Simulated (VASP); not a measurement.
VASP ran on this input.

**INCAR**
```
SYSTEM = Ba(CdP)2
PREC = Accurate
ENCUT = 400
EDIFF = 1E-7
NELM = 100
ALGO = Normal
LREAL = .FALSE.
LASPH = .TRUE.
ISMEAR = -5
LMAXMIX = 4
LWAVE = .FALSE.
LCHARG = .TRUE.
LORBIT = 11
NEDOS = 601
ISIF = 2
LEFG = .TRUE.
```

POSCAR:
```
Ba(CdP)2
7.4062260
  0.5847701708   0.0000000000   0.0000000000
 -0.2923850854   0.5064258331   0.0000000000
  0.0000000000   0.0000000000   0.9999999797
Ba Cd P
1 2 2
Cart
  0.0000000000   0.0000000000   0.0000000000
  0.2923853778   0.1688084422   0.3692502329
 -0.0000002924   0.3376173909   0.6307497468
  0.2923853778   0.1688084422   0.7342974778
 -0.0000002924   0.3376173909   0.2657025019
```

### KPOINTS
```
Automatic mesh
0
Gamma
7 7 4
0 0 0
```

POTCAR, in this order: Ba_sv Cd P (LDA.64 set). Program: vasp_std.

Question: Write an equivalent input for Quantum ESPRESSO's pw.x.

Answer: One equivalent input (not run):
```
&CONTROL
  calculation = 'scf'
  pseudo_dir = './pseudo'
  outdir = './out'
  tprnfor = .true.
  tstress = .true.
/
&SYSTEM
  ibrav = 0
  nat = 5
  ntyp = 3
  ecutwfc = 102
  occupations = 'tetrahedra'
  input_dft = 'pz'
/
&ELECTRONS
  conv_thr = 7.3e-09
  electron_maxstep = 100
/
ATOMIC_SPECIES
  Ba 137.327 Ba.upf
  Cd 112.414 Cd.upf
  P 30.974 P.upf
CELL_PARAMETERS angstrom
     4.3309400    0.0000000    0.0000000
    -2.1654700    3.7507042    0.0000000
     0.0000000    0.0000000    7.4062258
ATOMIC_POSITIONS crystal
  Ba   0.0000000  0.0000000  0.0000000
  Cd   0.6666670  0.3333330  0.3692502
  Cd   0.3333330  0.6666670  0.6307498
  P    0.6666670  0.3333330  0.7342975
  P    0.3333330  0.6666670  0.2657025
K_POINTS automatic
  7 7 4 0 0 0
```
What does not carry over: the potentials are each code's own (VASP's PAW set, PseudoDojo norm-conserving files in pw.x), so ENCUT and ecutwfc are chosen apart and not converted; conv_thr bounds pw.x's estimated SCF error, while EDIFF bounds the energy change between steps; the field gradients of LEFG aren't asked of the other code.

The structure comes from a computed database's BaCd2P2 entry (P-3m1); how it stands against other phases isn't given here. It was relaxed first, which changed the volume by -7 %.
